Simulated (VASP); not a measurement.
Level of theory: PBE GGA + U (Dudarev), VASP's PBE PAW potentials (set 64) (plane waves; VASP).

VASP input:

File POSCAR:
```
CoGe
1
    2.8699690000     0.0000000000     0.0000000000
    0.0000000000     2.8699690000     0.0000000000
    0.0000000000     0.0000000000     2.8699690000
Co Ge
1 1
Direct
  0.0000000000   0.0000000000   0.0000000000
  0.5000000000   0.5000000000   0.5000000000
```

**INCAR**
```
ALGO = Normal
EDIFF = 1E-6
ENCUT = 400
GGA = PE
ISIF = 2
ISMEAR = 1
ISPIN = 2
LASPH = .True.
LCHARG = .False.
LDAU = .True.
LDAUJ = 0 0
LDAUL = 2 -1
LDAUPRINT = 1
LDAUTYPE = 2
LDAUU = 1.0 0
LMAXMIX = 4
LORBIT = 10
LREAL = .False.
LWAVE = .False.
MAGMOM = 3.0 0.0
NELM = 100
PREC = Accurate
SIGMA = 0.1
SYSTEM = CoGe
```

**KPOINTS**
```
Automatic mesh
0
Gamma
11 11 11
0 0 0
```

POTCAR, in this order: Co Ge_d (PBE.64 set). Program: vasp_std.

The run wrote:

File OSZICAR:
```
       N       E                     dE             d eps       ncg     rms          rms(c)
DAV:   1     0.105570596501E+03    0.10557E+03   -0.95612E+03  4146   0.301E+03
DAV:   2    -0.197469131934E+01   -0.10755E+03   -0.10458E+03  3830   0.380E+02
DAV:   3    -0.109698372007E+02   -0.89951E+01   -0.88946E+01  4149   0.972E+01
DAV:   4    -0.111408189500E+02   -0.17098E+00   -0.17088E+00  4418   0.138E+01
DAV:   5    -0.111462673608E+02   -0.54484E-02   -0.54482E-02  4765   0.226E+00    0.128E+01
DAV:   6    -0.136439025422E+02   -0.24976E+01   -0.33128E+01  4192   0.665E+01    0.160E+01
DAV:   7    -0.106938848195E+02    0.29500E+01   -0.11604E+01  3950   0.483E+01    0.222E+00
DAV:   8    -0.107255982451E+02   -0.31713E-01   -0.40621E-01  4826   0.591E+00    0.162E+00
DAV:   9    -0.107146272902E+02    0.10971E-01   -0.45447E-02  4879   0.232E+00    0.754E-01
DAV:  10    -0.107145728995E+02    0.54391E-04   -0.51061E-03  5365   0.816E-01    0.149E-01
DAV:  11    -0.107147195954E+02   -0.14670E-03   -0.15949E-03  5040   0.411E-01    0.679E-02
DAV:  12    -0.107147446914E+02   -0.25096E-04   -0.81502E-05  4935   0.831E-02    0.347E-02
DAV:  13    -0.107147555520E+02   -0.10861E-04   -0.11652E-05  5308   0.402E-02    0.142E-02
DAV:  14    -0.107147562321E+02   -0.68010E-06   -0.17059E-06  2246   0.162E-02
   1 F= -.10714756E+02 E0= -.10714735E+02  d E =-.624189E-04  mag=     0.8739
```

**OUTCAR**
```
------------------------ aborting loop because EDIFF is reached ----------------------------------------
  FORCE on cell =-STRESS in cart. coord.  units (eV):
  Direction    XX          YY          ZZ          XY          YZ          ZX
  --------------------------------------------------------------------------------------
  Total        1.4590789      1.4590789      1.4590789      0.0000000      0.0000000     -0.0000000
  in kB       98.8912210     98.8912210     98.8912210      0.0000000      0.0000000     -0.0000000
  external PRESSURE =      98.8912210 kB  Pullay stress =       0.0000000 kB
  volume of cell :       23.64
      direct lattice vectors                 reciprocal lattice vectors
     2.869969000  0.000000000  0.000000000     0.348435819  0.000000000  0.000000000
     0.000000000  2.869969000  0.000000000     0.000000000  0.348435819  0.000000000
     0.000000000  0.000000000  2.869969000     0.000000000  0.000000000  0.348435819
 POSITION                                       TOTAL-FORCE (eV/Angst)
 -----------------------------------------------------------------------------------
      0.00000      0.00000      0.00000         0.000000      0.000000      0.000000
      1.43498      1.43498      1.43498         0.000000      0.000000      0.000000
 -----------------------------------------------------------------------------------
    total drift:                               -0.000000      0.000000      0.000000
  FREE ENERGIE OF THE ION-ELECTRON SYSTEM (eV)
  ---------------------------------------------------
  free  energy   TOTEN  =       -10.7147562321 eV

  energy  without entropy=      -10.7146938131  energy(sigma->0) =      -10.71473543

 total charge

# of ion       s       p       d       tot
------------------------------------------
    1        0.396   0.492   7.553   8.441
    2        1.125   1.220  10.139  12.484
--------------------------------------------------
tot          1.522   1.711  17.692  20.925

 magnetization (x)

# of ion       s       p       d       tot
------------------------------------------
    1        0.009  -0.003   0.883   0.889
    2        0.015   0.010  -0.014   0.010
--------------------------------------------------
tot          0.024   0.007   0.869   0.899
```
(Selected blocks of OUTCAR.)

The structure was generated: CoGe was put into the CsCl type (Pm-3m), which need not be its known phase. The cell was not relaxed at this level. The run is one of a series of settings (LDAU = .TRUE., LDAUJ = 0 0, LDAUL = 2 -1, LDAUTYPE = 2, LDAUU = 1.0 0 against the base run), some of them coarse on purpose.
